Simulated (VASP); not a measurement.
Consider the following.

```
CELL_PARAMETERS angstrom
      0.00000     2.72382     2.72382
      2.72382     0.00000     2.72382
      2.72382     2.72382     0.00000
ATOMIC_POSITIONS crystal
  Mg 0.00000 0.00000 0.00000
  Se 0.50000 0.50000 0.50000
```

These are PBEsol GGA, VASP's PBE PAW potentials (set 64) (plane waves; VASP) values and carry that method's errors. Numerical set-up: 500 eV cut-off, 8×8×8 Γ-centred mesh, Gaussian smearing of 0.050 eV, potentials Mg Se.

Energy and stress use the plane-wave basis of the starting cell.

Question: The ions, cell shape and volume at an external pressure of 5.0 GPa are relaxed. Which structure does the run end with?

Answer: 
```
CELL_PARAMETERS angstrom
      0.00000     2.66426     2.66426
      2.66426     0.00000     2.66426
      2.66426     2.66426     0.00000
ATOMIC_POSITIONS crystal
  Mg 0.00000 0.00000 0.00000
  Se 0.50000 0.50000 0.50000
```
Space group Fm-3m (225), at a tolerance of 0.03 Å.

Question: How do energy and volume change from the first to the last step?

Answer: The energy (σ→0) changes by +19.2 meV/atom and the volume by -6.4 %, in 3 ionic steps.

The compound is MgSe in the rock salt structure. This run relaxes it under an external pressure of 5 GPa. Symmetry was kept, so distortions that lower it aren't found.
